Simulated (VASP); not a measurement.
Consider the following.

```xyz
1
Lattice="-2.1199 2.1199 2.1199 2.1199 -2.1199 2.1199 2.1199 2.1199 -2.1199" Properties=species:S:1:pos:R:3 pbc="T T T"
Eu     0.0000     0.0000     0.0000
```

Calculation: optB88-vdW, VASP's PBE PAW potentials (set 64) (plane waves; VASP). Settings: 520 eV cut-off, 12×12×12 Γ-centred mesh, first-order Methfessel-Paxton smearing of 0.10 eV, potentials Eu_2.

The 4f electrons are frozen in the core of the lanthanide potential, so 4f levels, which can set the real gap, and their magnetism are missing.

What does the run give for the energy per atom (σ→0), pressure, band gap (on the k-mesh) with the smallest direct gap where there is one?

```yaml
band gap (on the k-mesh): none (metal, semimetal or under 0.01 eV)
energy per atom (σ→0): 0.664 eV/atom
pressure: 1.14 GPa
```

The compound is Eu in the bcc structure. This cell is one point of a volume scan, at 0.94 of the reference volume.
